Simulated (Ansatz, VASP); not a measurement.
## Zn in two plane-wave programs

Wanted: the spread between two codes on one cell, functional and k mesh. Of the first pair: The structure shown is frame 250 of Ansatz's trajectory.

Main program and level: Ansatz 0.2.0; plane waves, with VASP 6.6.1 beside it; single point at PBE.

### Step 1. Starting point

The cell holds 16 atoms: 16 Zn. Cell: a = 6.418 Å, b = 6.418 Å, c = 6.418 Å, α = 90.0°, β = 90.0°, γ = 90.0°. As first built, before any earlier steps moved the atoms (in the runner's words): 16 atoms (16 Zn) placed at random at 6.57 g/cm^3 and pushed apart to contact distance.

### Step 2. Ansatz: dynamics, PBE

Ansatz runs on its default PAW (the set named soft_2) files.

One frame of this run of dynamics is then solved in both programs, so the motion causes no difference.

Input file input.yaml:

```yaml
crystal:
  lattice:
    - [6.4182, 0.0, 0.0]
    - [0.0, 6.4182, 0.0]
    - [0.0, 0.0, 6.4182]
  atoms:
    - { symbol: Zn, position: [0.29986, 0.25431, 0.84549] }
    - { symbol: Zn, position: [0.13139, 0.55496, 0.67768] }
    - { symbol: Zn, position: [0.10183, 0.14112, 0.14963] }
    - { symbol: Zn, position: [0.70248, 0.53447, 0.139] }
    - { symbol: Zn, position: [0.48425, 0.57069, 0.44817] }
    - { symbol: Zn, position: [0.82062, 0.06026, 0.62729] }
    - { symbol: Zn, position: [0.42864, 0.2046, 0.36149] }
    - { symbol: Zn, position: [0.43674, 0.92827, 0.01926] }
    - { symbol: Zn, position: [0.22969, 0.8394, 0.34235] }
    - { symbol: Zn, position: [0.72268, 0.15508, 0.12566] }
    - { symbol: Zn, position: [0.13141, 0.91721, 0.79303] }
    - { symbol: Zn, position: [0.88466, 0.70377, 0.42654] }
    - { symbol: Zn, position: [0.47171, 0.59341, 0.8427] }
    - { symbol: Zn, position: [0.47306, 0.90622, 0.62666] }
    - { symbol: Zn, position: [0.77082, 0.43474, 0.66983] }
    - { symbol: Zn, position: [0.26372, 0.49957, 0.14678] }
kpoints:
  mp_grid: { grid: [1, 1, 1] }
hamiltonian:
  xc: pbe
scf:
  occupations: { method: fermi_dirac, width: 0.062 }
output:
  forces: true
  stress: true
md:
  timestep: 4.0
  n_steps: 750
  ensemble: nvt_nose_hoover
  temperature: 1223
  initial_velocities: maxwell_boltzmann
  seed: 5
  temperature_schedule:
    - { n_steps: 93, end_temperature: 1223 }
    - { n_steps: 93, end_temperature: 723 }
```

Run with:

```console
$ ansatz run input.yaml --threads 8 --pin off --max-ram 15360MiB --backend cpu --events-out ev --progress --plain --runs-dir out
```

Numbers of over 12 decimals in the logs are rounded to 6 here.

What it wrote:

```text
Warning: md: disabling space-group detection — thermal motion breaks the input geometry's symmetry, so no spatial operation reduces the k-mesh or symmetrises the density; time reversal is kept, so that k and −k are solved as one point where they differ and the mesh holds both, and exact exchange and, on two spinor components, a DFT+U term hold to it where the run has them: on two components no moment then forms, and  [...]
Warning: output.stress: scf.convergence.dr2_threshold = 1.6e-8 eV (the default of an md: trajectory) is looser than the 1.6e-9 eV advised for a printed stress (1e-10 eV for each atom of the cell: 16). What an SCF threshold leaves in a stress goes as its square root, and in the free energy as the threshold itself, and one threshold admits the most on a small cell: [figures from the program's tests cut] Set scf.converg [...]
Engine: ansatz 0.2.0, aarch64-unknown-linux-gnu
Pseudopotentials: kind: paw
Pseudopotential: Zn, paw, valence charge 12, recommended cutoff 420 eV (normal), Zn.paw.azcp
Functional definition: PBE
  parameter kappa = 0.804
  parameter beta = 0.066725
  exchange = pbe_x(kappa = kappa, mu = beta*pi^2/3)
  correlation = pbe_c(beta = beta)
Crystal: 16 atoms, lattice volume = 264.387 Å³
Basis set: ecut = 420 eV, 5185 PW (Γ), exchange–correlation on 90×90×90 points (8 copies of the dense FFT grid, shifted against one another)
Bands: 116, of which v1, the nominal top of the filled ones, is band 96 counted from 1 (95 counted from 0)
Symmetry: 1 space group operations
k-points: 1
Non-local potential: Zn, projectors of the file, l = 0: 2, l = 1: 2, l = 2: 3, l = 3: 1
PAW form: soft (Blöchl's): semilocal exchange-correlation on the pseudo side does not see the compensation charge
PAW one-centre angular grid: Zn, 590 points (default); XC on 64 Gauss nodes
Initial density: superposition of atomic densities (neutral atoms: chi_scale 0, normalization atom), corrected by the library's trained network
Initial wavefunctions: pseudopotential atomic-orbital guess
Functional: x = pbe(κ = 0.804, μ = 0.219515), c = pbe(β = 0.066725)
SCF iter   1: F=—  HF=-53100.735926 eV  |F-HF|=—  |Δ(HF+E_count)|=         —  Δρ=9.19e-3  dr2=7.28e-1  ethr=1.77e-3  ⟨swp⟩=7.0  Hψ=513  notcnv=0  defer=8
preconditioner: auto → LDOS  [metal: Δε(μ)=0.061 eV  Ē_g=10.956 eV  σ=0.062 eV  W_gap=0.24  n_scr=80 (ndim 8)  ℏωp=31.6 eV  f_vac=0.017  D(μ)=17.47/eV (n_scr^D=178)  β→1.0]
SCF iter   2: F=—  HF=-53100.616107 eV  |F-HF|=—  |Δ(HF+E_count)|=   1.20e-1  Δρ=9.60e-3  dr2=3.60e-1  ethr=3.79e-4  ⟨swp⟩=3.0  Hψ=249  notcnv=0  defer=9
SCF iter   3: F=—  HF=-53100.557644 eV  |F-HF|=—  |Δ(HF+E_count)|=   5.85e-2  Δρ=4.68e-3  dr2=8.71e-2  ethr=1.87e-4  ⟨swp⟩=2.0  Hψ=214  notcnv=0  defer=9
SCF iter   4: F=—  HF=-53100.545053 eV  |F-HF|=—  |Δ(HF+E_count)|=   1.26e-2  Δρ=3.05e-3  dr2=3.79e-2  ethr=4.54e-5  ⟨swp⟩=2.0  Hψ=240  notcnv=0  defer=9
SCF iter   5: F=—  HF=-53100.538888 eV  |F-HF|=—  |Δ(HF+E_count)|=   6.17e-3  Δρ=1.40e-3  dr2=1.68e-2  ethr=1.97e-5  ⟨swp⟩=3.0  Hψ=250  notcnv=0  defer=9
SCF iter   6: F=—  HF=-53100.537223 eV  |F-HF|=—  |Δ(HF+E_count)|=   1.66e-3  Δρ=9.35e-4  dr2=4.92e-3  ethr=8.74e-6  ⟨swp⟩=3.0  Hψ=204  notcnv=0  defer=9
SCF iter   7: F=—  HF=-53100.536616 eV  |F-HF|=—  |Δ(HF+E_count)|=   6.07e-4  Δρ=6.68e-4  dr2=2.06e-3  ethr=2.56e-6  ⟨swp⟩=2.0  Hψ=201  notcnv=0  defer=9
SCF iter   8: F=—  HF=-53100.536262 eV  |F-HF|=—  |Δ(HF+E_count)|=   3.54e-4  Δρ=2.81e-4  dr2=3.76e-4  ethr=1.07e-6  ⟨swp⟩=2.0  Hψ=199  notcnv=0  defer=9
SCF iter   9: F=—  HF=-53100.536335 eV  |F-HF|=—  |Δ(HF+E_count)|=   7.28e-5  Δρ=1.52e-4  dr2=1.04e-4  ethr=1.96e-7  ⟨swp⟩=2.0  Hψ=204  notcnv=0  defer=9
SCF iter  10: F=—  HF=-53100.536366 eV  |F-HF|=—  |Δ(HF+E_count)|=   3.08e-5  Δρ=9.95e-5  dr2=4.78e-5  ethr=5.43e-8  ⟨swp⟩=2.0  Hψ=199  notcnv=0  defer=9
SCF iter  11: F=—  HF=-53100.536357 eV  |F-HF|=—  |Δ(HF+E_count)|=   9.14e-6  Δρ=6.07e-5  dr2=2.39e-5  ethr=2.49e-8  ⟨swp⟩=2.0  Hψ=183  notcnv=0  defer=9
[...]
md step   692: t =  2768.00 fs  T =   547.0 K (target 723.0 K)  F+E_penalty+E_count = -53104.30648559 eV  E_kin = 1.060584 eV  conserved = -53098.17024272 eV  P_inst = 8.4012 GPa  (4 SCF iters)
md step   694: t =  2776.00 fs  T =   587.4 K (target 723.0 K)  F+E_penalty+E_count = -53104.39520342 eV  E_kin = 1.138954 eV  conserved = -53098.17025493 eV  P_inst = 8.4085 GPa  (5 SCF iters)
md step   696: t =  2784.00 fs  T =   664.4 K (target 723.0 K)  F+E_penalty+E_count = -53104.55348245 eV  E_kin = 1.288234 eV  conserved = -53098.17129938 eV  P_inst = 8.3467 GPa  (4 SCF iters)
md step   698: t =  2792.00 fs  T =   746.1 K (target 723.0 K)  F+E_penalty+E_count = -53104.72023968 eV  E_kin = 1.446645 eV  conserved = -53098.17253462 eV  P_inst = 8.2667 GPa  (4 SCF iters)
md step   700: t =  2800.00 fs  T =   795.1 K (target 723.0 K)  F+E_penalty+E_count = -53104.82341645 eV  E_kin = 1.541626 eV  conserved = -53098.17285523 eV  P_inst = 8.2291 GPa  (8 SCF iters)
md step   702: t =  2808.00 fs  T =   799.8 K (target 723.0 K)  F+E_penalty+E_count = -53104.84147045 eV  E_kin = 1.550797 eV  conserved = -53098.17222479 eV  P_inst = 8.2452 GPa  (4 SCF iters)
[...]
md step   712: t =  2848.00 fs  T =   735.2 K (target 723.0 K)  F+E_penalty+E_count = -53104.77239741 eV  E_kin = 1.425515 eV  conserved = -53098.17189511 eV  P_inst = 7.8568 GPa  (4 SCF iters)
md step   714: t =  2856.00 fs  T =   718.7 K (target 723.0 K)  F+E_penalty+E_count = -53104.75157063 eV  E_kin = 1.393575 eV  conserved = -53098.17192872 eV  P_inst = 7.6978 GPa  (5 SCF iters)
md step   716: t =  2864.00 fs  T =   690.0 K (target 723.0 K)  F+E_penalty+E_count = -53104.70579932 eV  E_kin = 1.337804 eV  conserved = -53098.17166139 eV  P_inst = 7.5695 GPa  (4 SCF iters)
md step   718: t =  2872.00 fs  T =   657.5 K (target 723.0 K)  F+E_penalty+E_count = -53104.65135738 eV  E_kin = 1.274852 eV  conserved = -53098.17139055 eV  P_inst = 7.4710 GPa  (5 SCF iters)
md step   720: t =  2880.00 fs  T =   630.3 K (target 723.0 K)  F+E_penalty+E_count = -53104.60540025 eV  E_kin = 1.222149 eV  conserved = -53098.17136801 eV  P_inst = 7.3987 GPa  (8 SCF iters)
md step   722: t =  2888.00 fs  T =   611.1 K (target 723.0 K)  F+E_penalty+E_count = -53104.57266919 eV  E_kin = 1.184875 eV  conserved = -53098.17145547 eV  P_inst = 7.3579 GPa  (5 SCF iters)
md step   724: t =  2896.00 fs  T =   599.8 K (target 723.0 K)  F+E_penalty+E_count = -53104.55259399 eV  E_kin = 1.162955 eV  conserved = -53098.17131746 eV  P_inst = 7.3536 GPa  (4 SCF iters)
md step   726: t =  2904.00 fs  T =   602.0 K (target 723.0 K)  F+E_penalty+E_count = -53104.55602083 eV  E_kin = 1.167314 eV  conserved = -53098.17094369 eV  P_inst = 7.3716 GPa  (4 SCF iters)
md step   728: t =  2912.00 fs  T =   628.9 K (target 723.0 K)  F+E_penalty+E_count = -53104.60480553 eV  E_kin = 1.219405 eV  conserved = -53098.17071120 eV  P_inst = 7.3810 GPa  (4 SCF iters)
md step   730: t =  2920.00 fs  T =   686.4 K (target 723.0 K)  F+E_penalty+E_count = -53104.71109909 eV  E_kin = 1.330810 eV  conserved = -53098.17094790 eV  P_inst = 7.3603 GPa  (8 SCF iters)
md step   732: t =  2928.00 fs  T =   765.9 K (target 723.0 K)  F+E_penalty+E_count = -53104.85914840 eV  E_kin = 1.484986 eV  conserved = -53098.17163689 eV  P_inst = 7.3183 GPa  (4 SCF iters)
md step   734: t =  2936.00 fs  T =   845.0 K (target 723.0 K)  F+E_penalty+E_count = -53105.00684510 eV  E_kin = 1.638359 eV  conserved = -53098.17244533 eV  P_inst = 7.2923 GPa  (5 SCF iters)
md step   736: t =  2944.00 fs  T =   897.6 K (target 723.0 K)  F+E_penalty+E_count = -53105.10577469 eV  E_kin = 1.740297 eV  conserved = -53098.17300691 eV  P_inst = 7.3254 GPa  (4 SCF iters)
md step   738: t =  2952.00 fs  T =   906.1 K (target 723.0 K)  F+E_penalty+E_count = -53105.12409324 eV  E_kin = 1.756927 eV  conserved = -53098.17315221 eV  P_inst = 7.4415 GPa  (5 SCF iters)
md step   740: t =  2960.00 fs  T =   869.2 K (target 723.0 K)  F+E_penalty+E_count = -53105.05927412 eV  E_kin = 1.685329 eV  conserved = -53098.17275572 eV  P_inst = 7.6326 GPa  (9 SCF iters)
md step   742: t =  2968.00 fs  T =   805.4 K (target 723.0 K)  F+E_penalty+E_count = -53104.94597293 eV  E_kin = 1.561625 eV  conserved = -53098.17170467 eV  P_inst = 7.8507 GPa  (5 SCF iters)
md step   744: t =  2976.00 fs  T =   753.4 K (target 723.0 K)  F+E_penalty+E_count = -53104.85769010 eV  E_kin = 1.460793 eV  conserved = -53098.17043011 eV  P_inst = 8.0047 GPa  (4 SCF iters)
md step   746: t =  2984.00 fs  T =   754.4 K (target 723.0 K)  F+E_penalty+E_count = -53104.87504553 eV  E_kin = 1.462781 eV  conserved = -53098.17013800 eV  P_inst = 7.9983 GPa  (5 SCF iters)
md step   748: t =  2992.00 fs  T =   816.2 K (target 723.0 K)  F+E_penalty+E_count = -53105.01568114 eV  E_kin = 1.582558 eV  conserved = -53098.17156079 eV  P_inst = 7.8072 GPa  (5 SCF iters)
[...]
md step   750: t =  3000.00 fs  T =   894.3 K (target 723.0 K)  F+E_penalty+E_count = -53105.19658343 eV  E_kin = 1.733911 eV  conserved = -53098.17369241 eV  P_inst = 7.5201 GPa  (9 SCF iters)
SCF converged after 9 iterations
Free energy (F): -53105.196583 eV
Harris-Foulkes:  -53105.196583 eV  (|F-HF|=1.57e-8)
Internal energy: -53105.196298 eV  (E = F + TS)
E sigma→0 (E₀):  -53105.196441 eV
Entropy (-TS):   -0.000286 eV (-0.018 meV/atom)
Fermi energy:    8.915885 eV
--- Per-component energies (eV) ---
  E_band       = 549.373842
  E_kinetic    = 2104.145008
  E_local      = -27598.052741  (includes V_loc(G=0)·N_el)
  E_nonlocal   = 9753.914292
  E_hartree    = 11687.385841
  E_xc         = -2211.800350
  E_vxc        = -852.048729  (∫ρ·V_xc dr)
  E_paw        = -29177.079921  (= ΣΔE_a)
  E_vpaw       = -6233.344873  (= ΣTr[D̂ρ^β])
  E_aug_tail   = -0.005710  (compensation charges beyond the density's cutoff)
  E_ewald      = -17663.702717
  E_smearing   = -0.000286  (= −TS)
  E_closure    = -0.000000  (closes the sum)
  Σ components = -53105.196583   (vs F -53105.196583, Δ=0.00e0)
--- Forces (eV/Å), atoms counted from 1 ---
  atom   1  Zn     0.51257272    -0.67960133    -0.27475579
  atom   2  Zn     0.41210136    -0.20148343    -0.23013449
  atom   3  Zn     0.12902509     0.28176664     0.43586728
  atom   4  Zn    -0.59708298     0.32917054    -0.07733149
  atom   5  Zn     0.02568700     0.18579836     0.46781126
  atom   6  Zn     0.05770803     0.43438995     0.26473587
  atom   7  Zn     1.14488775     1.23985246     0.10956273
  atom   8  Zn    -0.38912986    -0.67132075     0.17757541
  atom   9  Zn     0.05695216    -1.85414442    -1.19343553
  atom  10  Zn    -0.48555572     0.21495662     0.15055651
  atom  11  Zn    -0.46928162     0.34126823     0.66514932
  atom  12  Zn    -1.42591703     0.65728252     0.13463052
  atom  13  Zn     0.12164754     0.04615349    -0.27754817
  atom  14  Zn     1.10333919    -0.73321014     0.54429168
  atom  15  Zn    -0.61053874     0.51103897    -0.77251601
  atom  16  Zn     0.41359492    -0.10192194    -0.12445032
  max |Σ_I F_I| component: 9.82e-6 eV/Å
--- Stress (GPa, compression-positive) ---
        5.358001      -0.573488       0.354271
       -0.573488       5.097570      -0.630871
        0.354271      -0.630871       9.863220
  P = ⅓ Tr σ = 6.7729 GPa (67.729 kbar)
--- MD trajectory: 750 steps, t = 0.0 → 3000.0 fs ---
  final state: T = 894.3 K   F+E_penalty+E_count = -53105.19658343 eV   E_kin = 1.733911 eV
  conserved energy: peak-to-peak 1.831e-2 eV (1.144e-3 eV/atom) over 3000.0 fs
```

In the SCF lines HF is the Harris–Foulkes energy and dr2 the Hartree energy of the density residual, in eV; the loop may stop once dr2 is under the threshold and the program's other checks hold. Hψ counts applications of the Hamiltonian.

[end of part 1 of 3]

[Lines on the potential files, build, host, timing and source positions are cut from VASP's logs without a mark.]

[Logs are printed without paths, hosts, clocks, repeated set-up lines and the standing remarks that a program may print on its own settings, such as how far it seeks lower states.]

[Hosts, paths, dates, database ids (printed as entryN), source tags and the programs' standing remarks are cut or masked in the printed files.]
